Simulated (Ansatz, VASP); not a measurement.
# Cross-check of KLiB2 between VASP and Ansatz

Aim: how closely do two programs agree when they are given the same cell, functional and k mesh? The cell is generated by rule, not measured, and may not be a known phase. The cell is taken from a series of runs on this material, whose earlier steps may have relaxed, scaled, displaced or heated it; both programs get it as it stands.

Calculated with Ansatz 0.2.0; plane waves, with VASP 6.6.1 beside it; relaxation of cell and atoms at PBE with D3(BJ).

### 1. The structure

It takes space group P-6m2 (No. 187, hexagonal). The conventional cell has a = 4.798 Å, b = 4.798 Å, c = 3.165 Å, α = 90.00°, β = 90.00°, γ = 120.00°. Nearest to Li lie 3 B at 2.77 Å. Nearest to K lie 9 B at 2.77 to 3.19 Å and 2 K at 3.16 Å and 6 Li at 3.19 Å. Nearest to B lie 4 B at 1.58 to 3.16 Å and 3 Li at 2.77 Å and 6 K at 3.19 Å. Nearest to B lie 2 B at 1.58 Å and 3 K at 2.77 Å. Farther neighbours are not listed.

Coordinates:

```
Li K B
1.0
     4.79799    0.00000    0.00000
    -2.39900    4.15518    0.00000
     0.00000    0.00000    3.16477
Li K B
1 1 2
Direct
  0.33333 0.66667 0.25000
  0.66667 0.33333 0.75000
  0.00000 0.00000 0.25000
  0.00000 0.00000 0.75000
```

### 2. VASP: relaxation of cell and atoms, PBE with D3(BJ), pair 1

The relaxed volume is the usual yardstick between codes: in a stiff, nearly cubic crystal its relative difference is about their pressure difference at one cell divided by the bulk modulus.

Lines of VASP's logs that name or quote its potential files are left out, and so is its time.

Contents of INCAR:

```
SYSTEM = KLiB2
PREC = Accurate
ENCUT = 750
EDIFF = 1E-07
NELM = 120
ISMEAR = 1
SIGMA = 0.15
LREAL = .FALSE.
ALGO = Normal
GGA = PE
IVDW = 12
NBANDS = 15
LORBIT = 11
LWAVE = .FALSE.
LCHARG = .FALSE.
ISIF = 3
IBRION = 2
NSW = 80
EDIFFG = -0.005
LASPH = .TRUE.
GGA_COMPAT = .FALSE.
NELMIN = 4
KPAR = 2
```

Contents of POSCAR:

```
KLiB2
1.0
    4.7979880000      0.0000030000      0.0000000000
   -2.3989960000      4.1551780000      0.0000000000
    0.0000000000      0.0000000000      3.1647650000
Li K B
1 1 2
Direct
    0.3333332345      0.6666667469      0.2499999210
    0.6666665571      0.3333332531      0.7499997630
    0.0000000000      0.0000000000      0.2499999210
    0.0000000000      0.0000000000      0.7499997630
```

Contents of KPOINTS:

```
Automatic mesh
0
Gamma
10 10 12
0 0 0
```

The projector-augmented-wave data sets are Li_sv, K_sv and B (PBE family, release 64).

Command:

```sh
> mpirun -np 2 vasp_std
```

Numbers of over 12 decimals in the logs are rounded to 6 here.

The log of the run:

```text
[banner, memory and clock lines left out]
running    2 mpi-ranks, on    1 nodes
 distrk:  each k-point on    1 cores,    2 groups
 distr:  one band on    1 cores,    1 groups

 POSCAR found type information on POSCAR LiK B
 POSCAR found :  3 types and       4 ions
 LDA part: xc-table for (Slater+PW92), standard interpolation
 POSCAR, INCAR and KPOINTS ok, starting setup
 FFT: planning ... GRIDC
 FFT: planning ... GRID_SOFT
 FFT: planning ... GRID
 WAVECAR not read
 entering main loop
       N       E                     dE             d eps       ncg     rms          rms(c)
DAV:   1     0.107563061972E+03    0.10756E+03   -0.97414E+03  2940   0.145E+03
DAV:   2    -0.934587154540E+01   -0.11691E+03   -0.11107E+03  3536   0.325E+02
DAV:   3    -0.183319740710E+02   -0.89861E+01   -0.89350E+01  5724   0.626E+01
DAV:   4    -0.185273406955E+02   -0.19537E+00   -0.19509E+00  3739   0.103E+01
DAV:   5    -0.185366927903E+02   -0.93521E-02   -0.93515E-02  4815   0.152E+00    0.761E+00
DAV:   6    -0.157493501763E+02    0.27873E+01   -0.41190E+00  3472   0.116E+01    0.562E+00
DAV:   7    -0.154837146843E+02    0.26564E+00   -0.19341E+00  4090   0.622E+00    0.383E+00
DAV:   8    -0.155212473374E+02   -0.37533E-01   -0.33556E-01  3793   0.351E+00    0.756E-01
DAV:   9    -0.154962889779E+02    0.24958E-01   -0.68961E-02  3959   0.124E+00    0.185E-01
DAV:  10    -0.154968315119E+02   -0.54253E-03   -0.75273E-03  4482   0.427E-01    0.783E-02
DAV:  11    -0.154968676853E+02   -0.36173E-04   -0.46702E-04  3994   0.133E-01    0.281E-02
DAV:  12    -0.154968704056E+02   -0.27203E-05   -0.19463E-05  4246   0.338E-02    0.110E-02
DAV:  13    -0.154968704054E+02    0.24693E-09   -0.33700E-06  4807   0.121E-02    0.474E-03
DAV:  14    -0.154968700876E+02    0.31779E-06   -0.11574E-06  4113   0.593E-03    0.175E-03
DAV:  15    -0.154968700411E+02    0.46497E-07   -0.21534E-07  4024   0.314E-03
   1 F= -.16297541E+02 E0= -.16297290E+02  d E =-.162975E+02
 curvature:   0.00 expect dE= 0.000E+00 dE for cont linesearch  0.000E+00
 trial: gam= 0.00000 g(F)=  0.341E-40 g(S)=  0.445E-04 ort = 0.000E+00 (trialstep = 0.100E+01)
 search vector abs. value=  0.445E-04
 bond charge predicted
       N       E                     dE             d eps       ncg     rms          rms(c)
DAV:   1    -0.154978173880E+02   -0.94730E-03   -0.27473E-03  3542   0.487E-01    0.623E-02
DAV:   2    -0.154977517183E+02    0.65670E-04   -0.20167E-04  4052   0.127E-01    0.312E-02
DAV:   3    -0.154977299255E+02    0.21793E-04   -0.63296E-05  5080   0.596E-02    0.243E-02
DAV:   4    -0.154977291535E+02    0.77204E-06   -0.31032E-06  4856   0.122E-02    0.861E-03
DAV:   5    -0.154977279429E+02    0.12105E-05   -0.34111E-06  5542   0.102E-02    0.191E-03
DAV:   6    -0.154977278647E+02    0.78194E-07   -0.63649E-08  2940   0.219E-03
   2 F= -.16297573E+02 E0= -.16297322E+02  d E =-.325478E-04
 trial-energy change:   -0.000033  1 .order   -0.000032   -0.000045   -0.000020
 step:   1.8363(harm=  1.8363)  dis= 0.00000  next Energy=   -16.297582 (dE=-0.409E-04)
 reached required accuracy - stopping structural energy minimisation
```

Parts of OUTCAR (step 2):

```text
ion  position               nearest neighbor table
   1  0.333  0.667  0.250-   2 3.19   2 3.19   2 3.19   2 3.19   2 3.19   2 3.19
   2  0.667  0.333  0.750-   4 2.77   4 2.77   4 2.77   1 3.19   1 3.19   1 3.19   1 3.19   1 3.19
                             1 3.19
   3  0.000  0.000  0.250-   4 1.58   4 1.58
   4  0.000  0.000  0.750-   3 1.58   3 1.58   2 2.77   2 2.77   2 2.77

  LATTYP: Found a hexagonal cell.
 ALAT       =     4.7979880000
 C/A-ratio  =     0.6596025251

 Subroutine GETGRP returns: Found 12 space group operations
 (whereof  6 operations were pure point group operations)

The static configuration has the point symmetry C_3v.
 The point group associated with its full space group is D_3h.

 Found     98 irreducible k-points:

   k-points           NKPTS =     98   k-points in BZ     NKDIM =     98   number of bands    NBANDS=     15

   dimension x,y,z NGX =    48 NGY =   48 NGZ =   28
   dimension x,y,z NGXF=    96 NGYF=   96 NGZF=   56

   ENCUT  =  750.0 eV  55.12 Ry    7.42 a.u.  10.71 10.71  7.07*2*pi/ulx,y,z

   NELECT =      18.0000    total number of electrons

 k-points in reciprocal lattice and weights: Automatic mesh
   0.00000000  0.00000000  0.00000000       0.001
   0.10000000 -0.00000000  0.00000000       0.005
   0.20000000 -0.00000000  0.00000000       0.005
   0.30000000 -0.00000000  0.00000000       0.005
   0.40000000 -0.00000000  0.00000000       0.005
   0.50000000  0.00000000  0.00000000       0.003
   0.10000000  0.10000000  0.00000000       0.005
   0.20000000  0.10000000  0.00000000       0.010
   0.30000000  0.10000000  0.00000000       0.010
[...]
0.40000000  0.20000000  0.50000000       0.005
   0.30000000  0.30000000  0.50000000       0.005

 Edisp (eV)   -0.80067

 average (electrostatic) potential at core
       1 -64.0861       2 -35.4639       3 -29.1142       4 -29.4404

 E-fermi :   2.5818

 k-point     1 :       0.0000    0.0000    0.0000
  band No.  band energies     occupation
    ...
      5     -11.4580      2.00000
      6      -7.0295      2.00000
      7      -0.6546      2.00000
      8      -0.1783      2.00000
      9      -0.1783      2.00000
     10       3.3128     -0.00000
     11       5.8599      0.00000
     12       6.3445      0.00000
     13       6.3445      0.00000
     14      10.2116      0.00000
    ...

 k-point     2 :       0.1000   -0.0000    0.0000
  band No.  band energies     occupation
    ...
      5     -11.4574      2.00000
      6      -6.9841      2.00000
      7      -0.6566      2.00000
      8      -0.3070      2.00000
      9      -0.1585      2.00000
     10       3.5430     -0.00000
     11       5.6565      0.00000
     12       6.3825      0.00000
     13       6.4703      0.00000
     14      10.1165      0.00000
    ...

 k-point     3 :       0.2000   -0.0000    0.0000
  band No.  band energies     occupation
    ...
      5     -11.4559      2.00000
      6      -6.8644      2.00000
      7      -0.6618      2.00000
      8      -0.5923      2.00000
      9      -0.1065      2.00000
     10       4.0560     -0.00000
     11       5.3092     -0.00000
     12       6.4897      0.00000
     13       6.7547      0.00000
     14       9.8678      0.00000
    ...

 Edisp (eV)   -0.79985

  Total       0.01948     0.01948     0.00398     0.00000    -0.00000     0.00000
  in kB       0.49417     0.49417     0.10106     0.00000    -0.00000     0.00000
  external pressure =        0.36 kB  Pullay stress =        0.00 kB

  energy-cutoff  :      750.00
  volume of cell :       63.16
      direct lattice vectors                 reciprocal lattice vectors
     4.800473106  0.000003002 -0.000000000     0.208312726  0.120269552 -0.000000000
    -2.400238554  4.157330164 -0.000000000    -0.000000150  0.240538903 -0.000000000
     0.000000000  0.000000000  3.164849872    -0.000000000  0.000000000  0.315970754

 POSITION                                       TOTAL-FORCE (eV/Angst)
 -----------------------------------------------------------------------------------
     -0.00000      2.77155      0.79121         0.000000      0.000000      0.000000
      2.40024      1.38578      2.37364        -0.000000      0.000000     -0.000000
      4.80047      0.00000      0.79121        -0.000000     -0.000000      0.000000
      4.80047      0.00000      2.37364        -0.000000     -0.000000      0.000000
 -----------------------------------------------------------------------------------
    total drift:                                0.000415      0.000155      0.000381

  FREE ENERGIE OF THE ION-ELECTRON SYSTEM (eV)
  ---------------------------------------------------
  free  energy   TOTEN  =       -16.2975731638 eV

  energy  without entropy=      -16.2968189800  energy(sigma->0) =      -16.29732177

 reached required accuracy - stopping structural energy minimisation

 total charge
# of ion       s       p       d       tot
------------------------------------------
    1        2.016   0.041   0.000   2.057
    2        1.979   5.591   0.076   7.646
    3        0.721   1.221   0.000   1.942
    4        0.743   1.180   0.000   1.923
--------------------------------------------------
tot          5.459   8.033   0.076  13.569

[... 3 further parts left out ...]
```

CONTCAR:

```
KLiB2
   1.00000000000000
     4.8004731060672592    0.0000030019115366   -0.0000000000000000
    -2.4002385537597521    4.1573301640372646   -0.0000000000000000
     0.0000000000000000    0.0000000000000000    3.1648498718768501
  Li              K               B
     1     1     2
Direct
     0.3333332345000031    0.6666667468999989    0.2499999209999970
     0.6666665571000010    0.3333332531000011    0.7499997629999982
     1.0000000000000000    0.0000000000000000    0.2499999209999970
     1.0000000000000000    0.0000000000000000    0.7499997629999982
```

Dispersion corrections of this kind ignore metallic screening and tend to overbind metals.

### 3. Ansatz: relaxation of cell and atoms, PBE with D3(BJ), pair 1

Ansatz runs on its default PAW (the set named soft_2) files.

The same cell, functional, mesh and smearing now go to Ansatz, which takes its cutoff from its data sets.

Contents of input.yaml:

```yaml
crystal:
  lattice:
    - [4.7979879418, 2.8112e-06, 0.0]
    - [-2.3989964055, 4.155178039, 0.0]
    - [0.0, 0.0, 3.1647645883]
  atoms:
    - { symbol: Li, position: [0.3333333333, 0.6666666667, 0.25] }
    - { symbol: K, position: [0.6666666667, 0.3333333333, 0.75] }
    - { symbol: B, position: [0.0, 0.0, 0.25] }
    - { symbol: B, position: [0.0, 0.0, 0.75] }
kpoints:
  mp_grid: { grid: [10, 10, 12] }
hamiltonian:
  xc: pbe
  dispersion: d3bj
scf:
  occupations: { method: methfessel_paxton, width: 0.15 }
output:
  forces: true
  stress: true
  eigenvalues: true
relax:
  adjacent_minimum: "off"
  f_tol: 0.001
  max_steps: 60
  cell: { stress_tol: 0.01 }
```

Command:

```sh
> ansatz run input.yaml --threads 8 --pin off --max-ram 14336MiB --backend cpu --events-out ev --progress --plain --runs-dir out
```

The log of the run:

```text
Engine: ansatz 0.2.0, aarch64-unknown-linux-gnu
Pseudopotentials: kind: paw
Pseudopotential: Li, paw, valence charge 3, recommended cutoff 420 eV (normal), Li.paw.azcp
Pseudopotential: K, paw, valence charge 9, recommended cutoff 420 eV (normal), K.paw.azcp
Pseudopotential: B, paw, valence charge 3, recommended cutoff 420 eV (normal), B.paw.azcp
Functional definition: PBE
  parameter kappa = 0.804
  parameter beta = 0.066725
  exchange = pbe_x(kappa = kappa, mu = beta*pi^2/3)
  correlation = pbe_c(beta = beta)
Crystal: 4 atoms, lattice volume = 63.094 Å³
Basis set: ecut = 420 eV, 1223 PW (Γ), exchange–correlation on 72×72×48 points (8 copies of the dense FFT grid, shifted against one another)
Bands: 13, of which v1, the nominal top of the filled ones, is band 9 counted from 1 (8 counted from 0)
Symmetry: 12 space group operations
Space group: P-6m2 (ITA 187), of the structure as read, at distance tolerance 4.0e-5 Å
k-points: 98 of 1200 (time reversal used)
Non-local potential: Li, projectors of the file, l = 0: 3, l = 1: 2, l = 2: 1
Non-local potential: K, projectors of the file, l = 0: 3, l = 1: 2, l = 2: 2
Non-local potential: B, projectors of the file, l = 0: 2, l = 1: 2, l = 2: 1
PAW form: soft (Blöchl's): semilocal exchange-correlation on the pseudo side does not see the compensation charge
PAW one-centre angular grid: Li, 110 points (default); XC on 64 Gauss nodes
PAW one-centre angular grid: K, 110 points (default); XC on 64 Gauss nodes
PAW one-centre angular grid: B, 110 points (default); XC on 64 Gauss nodes
Initial density: superposition of atomic densities (neutral atoms: chi_scale 0, normalization atom), corrected by the library's trained network
Initial wavefunctions: pseudopotential atomic-orbital guess
Functional: x = pbe(κ = 0.804, μ = 0.219515), c = pbe(β = 0.066725)
SCF iter   1: F=—  HF=-2054.244706 eV  |F-HF|=—  |Δ(HF+E_count)|=         —  Δρ=2.02e-3  dr2=2.52e-3  ethr=1.77e-3  ⟨swp⟩=5.4  Hψ=7718  notcnv=0
preconditioner: auto → none  [metal: Δε(μ)=0.033 eV  Ē_g=11.760 eV  σ=0.150 eV  W_gap=0.18  n_scr=8 (ndim 8)  ℏωp=17.5 eV  f_vac=0.000  D(μ)=0.57/eV (n_scr^D=0)  sad-step TF]
SCF iter   2: F=—  HF=-2054.244281 eV  |F-HF|=—  |Δ(HF+E_count)|=   4.25e-4  S|Δr|=    0.00e0  Δρ=1.16e-3  dr2=8.04e-4  ethr=1.40e-5  ⟨swp⟩=2.0  Hψ=2566  notcnv=0
SCF iter   3: F=—  HF=-2054.244601 eV  |F-HF|=—  |Δ(HF+E_count)|=   3.20e-4  S|Δr|=    0.00e0  Δρ=2.71e-4  dr2=6.09e-5  ethr=4.47e-6  ⟨swp⟩=2.1  Hψ=1560  notcnv=0
SCF iter   4: F=—  HF=-2054.244568 eV  |F-HF|=—  |Δ(HF+E_count)|=   3.24e-5  S|Δr|=    0.00e0  Δρ=9.84e-5  dr2=1.49e-5  ethr=3.38e-7  ⟨swp⟩=2.0  Hψ=1665  notcnv=0
SCF iter   5: F=—  HF=-2054.244565 eV  |F-HF|=—  |Δ(HF+E_count)|=   3.38e-6  S|Δr|=    0.00e0  Δρ=3.55e-5  dr2=6.16e-7  ethr=8.30e-8  ⟨swp⟩=2.0  Hψ=1654  notcnv=0
SCF iter   6: F=-2054.244565 eV  HF=-2054.244565 eV  |F-HF|=2.21e-8  |Δ(HF+E_count)|=   2.08e-7  S|Δr|=    0.00e0  Δρ=6.87e-6  dr2=3.69e-8  ethr=5.56e-10  ⟨swp⟩=6.6  Hψ=7011  notcnv=0
SCF 1 converged in 6 iterations: F = -2054.244565 eV  dr2 = 3.69e-8
  greatest PAW one-centre occupation: 1.000 electrons in one spin orbital (limit 2), on the Li atom at site 0 (counted from 0), in its partial waves of l = 0
relax step   1: F+E_penalty+E_count = -2054.24456527 eV  Δ(F+E_penalty+E_count) = +0.000e0 eV  max|allowed force component| = 2.151e-16 eV/Å  Δτ_max = 0.0000 Å  P = +0.002 GPa  Ω = 63.094 Å³  (6 SCF iters, dr2 threshold 1.00e-7 eV, accepted)
Initial density: handed on by an earlier stage of this run
Initial wavefunctions: pseudopotential atomic-orbital guess (no wavefunctions were taken with the density)
iter 1 solved again at ethr=9.93e-8 eV; its pass at ethr=3.10e-3 eV (dr2=1.79e-5 eV) is discarded
SCF iter   1: F=—  HF=-2054.244596 eV  |F-HF|=—  |Δ(HF+E_count)|=         —  Δρ=7.44e-6  dr2=3.58e-8  ethr=9.93e-8  ⟨swp⟩=3.4  Hψ=11683  notcnv=0
preconditioner: auto → none  [metal: Δε(μ)=0.051 eV  Ē_g=11.760 eV  σ=0.150 eV  W_gap=0.27  n_scr=8 (ndim 8)  ℏωp=17.5 eV  f_vac=0.000  D(μ)=0.56/eV (n_scr^D=0)]
SCF iter   2: F=—  HF=-2054.244565 eV  |F-HF|=—  |Δ(HF+E_count)|=   3.12e-5  S|Δr|=    0.00e0  Δρ=2.87e-6  dr2=4.70e-9  ethr=1.99e-10  ⟨swp⟩=2.2  Hψ=2189  notcnv=0
SCF iter   3: F=—  HF=-2054.244565 eV  |F-HF|=—  |Δ(HF+E_count)|=  2.86e-10  S|Δr|=    0.00e0  Δρ=1.28e-6  dr2=7.69e-10  ethr=2.61e-11  ⟨swp⟩=2.0  Hψ=1665  notcnv=0
SCF iter   4: F=—  HF=-2054.244565 eV  |F-HF|=—  |Δ(HF+E_count)|=  6.98e-10  S|Δr|=    0.00e0  Δρ=1.95e-7  dr2=1.48e-11  ethr=4.27e-12  ⟨swp⟩=2.2  Hψ=1977  notcnv=0
SCF iter   5: F=-2054.244565 eV  HF=-2054.244565 eV  |F-HF|=3.18e-12  |Δ(HF+E_count)|=  8.19e-12  S|Δr|=    0.00e0  Δρ=6.41e-8  dr2=1.55e-12  ethr=1.00e-12  ⟨swp⟩=6.5  Hψ=6509  notcnv=0
SCF 2 converged in 5 iterations: F = -2054.244565 eV  dr2 = 1.55e-12
relax step   2: F+E_penalty+E_count = -2054.24456528 eV  Δ(F+E_penalty+E_count) = -1.258e-8 eV  max|allowed force component| = 2.213e-16 eV/Å  Δτ_max = 0.0000 Å  P = +0.002 GPa  Ω = 63.094 Å³  stress off target by 5.77e-3 GPa  SCF on the basis re-selected at this cell (its energy is not comparable with the rows above)  (5 SCF iters)
basis re-selected at this cell: Δ(F+E_penalty+E_count) = -1.258e-8 eV, ΔP = +0.000 GPa vs the last step (what re-selecting the basis moved, of the pressure what is left beyond the Pulay correction that the steps carried, after the strain that the cell walked since its last selection, with what the two solves' SCF thresholds leave and, on support functions, any second-order correction that the steps lacked; it is no m [...]
SCF converged after 5 iterations
Stability not checked: this state was not tested for a lower state beside it, because cold or Methfessel-Paxton smearing, or corrected tetrahedra, fill the levels in a way that the test cannot read (fill_not_monotonic; see scf.lower_state_search)
Free energy (F): -2054.244565 eV
Harris-Foulkes:  -2054.244565 eV  (|F-HF|=3.18e-12)
Internal energy: -2054.243835 eV  (E = F + TS)
E sigma→0 (E₀):  -2054.244383 eV
Entropy (-TS):   -0.000731 eV (-0.183 meV/atom)
Fermi energy:    5.629178 eV
--- Per-component energies (eV) ---
  E_band       = -177.440569
  E_kinetic    = 370.326706
  E_local      = -739.587075  (includes V_loc(G=0)·N_el)
  E_nonlocal   = 4.503884
  E_hartree    = 244.007677
  E_xc         = -208.906294
  E_vxc        = -253.320995  (∫ρ·V_xc dr)
  E_paw        = -960.374373  (= ΣΔE_a)
  E_vpaw       = -47.378447  (= ΣTr[D̂ρ^β])
  E_aug_tail   = 0.000003  (compensation charges beyond the density's cutoff)
  E_ewald      = -763.413478
  E_disp       = -0.800886  (pairwise vdW)
  E_smearing   = -0.000731  (= −TS)
  E_closure    = 0.000000  (closes the sum)
  Σ components = -2054.244565   (vs F -2054.244565, Δ=0.00e0)
--- Forces (eV/Å), atoms counted from 1 ---
  atom   1  Li     0.00000000    -0.00000000    -0.00000000
  atom   2  K     -0.00000000     0.00000000     0.00000000
  atom   3  B     -0.00000000    -0.00000000    -0.00000000
  atom   4  B      0.00000000    -0.00000000    -0.00000000
  max |Σ_I F_I| component: 7.69e-17 eV/Å
--- Stress (GPa, compression-positive) ---
        0.005771      -0.000000       0.000000
       -0.000000       0.005771       0.000000
        0.000000       0.000000      -0.004179
  P = ⅓ Tr σ = 0.0025 GPa (0.025 kbar)
--- Band table (eV; the first three rows and the last of 98) ---
  k-point 0: bands = [... 5 lower, -3.9824, 2.3891, 2.8678, 2.8678, 6.3621, 8.9077, 9.3978, 9.3978]
  k-point 1: bands = [... 5 lower, -3.9047, 2.1872, 2.9642, 2.9642, 6.4442, 9.0698, 9.3785, 9.3785]
  k-point 2: bands = [... 5 lower, -3.6775, 1.6497, 3.2527, 3.2527, 6.6522, 9.2941, 9.2941, 9.4841]
  k-point 97: bands = [... 5 lower, -1.4977, -1.2124, 4.9338, 5.3621, 5.7321, 6.0670, 9.1194, 9.3687]
--- Relaxed structure (1 steps of the walk, 1 accepted, 1 SCFs on fresh bases) ---
  F+E_penalty+E_count = -2054.24456528 eV   max|allowed force component| = 2.213e-16 eV/Å   (the final SCF, on the basis selected at the relaxed cell)
  cell:  # Å, volume = 63.0943 Å³
    - [4.797988, 2.811216965702615e-6, 0.0]
    - [-2.398996, 4.155178, 0.0]
    - [0.0, 0.0, 3.1647645883]
  atoms:
    - { symbol: Li, position: [0.333333, 0.666667, 0.25] }
    - { symbol: K, position: [0.666667, 0.333333, 0.75] }
    - { symbol: B, position: [0.0, 0.0, 0.25] }
    - { symbol: B, position: [0.0, 0.0, 0.75] }
```

The column dr2 measures how far the density is from self-consistency, as an energy; F and HF (Harris–Foulkes) agree once it is small.

### 4. Comparison

Known differences besides the potentials themselves: the cutoff is 420 eV in Ansatz and 750 eV in VASP; Ansatz adds a Pulay correction to the stress that steers its cell, VASP none. Total energies have different zeros and are not compared.

The two programs side by side:

| quantity | Ansatz | VASP | difference |
| --- | --- | --- | --- |
| volume (Å³) | 63.09 | 63.16 | -0.11 % |
| edge a after relaxation, in the typed setting (Å) | 4.798 | 4.801 | -0.05 % |
| edge c after relaxation, in the typed setting (Å) | 3.165 | 3.165 | +0.00 % |

[end of part 1 of 2]

[Lines on the potential files, build, host, timing and source positions are cut from VASP's logs without a mark.]

[Logs are printed without paths, hosts, clocks, repeated set-up lines and the standing remarks that a program may print on its own settings, such as how far it seeks lower states.]

[Hosts, paths, dates, database ids (printed as entryN), source tags and the programs' standing remarks are cut or masked in the printed files.]
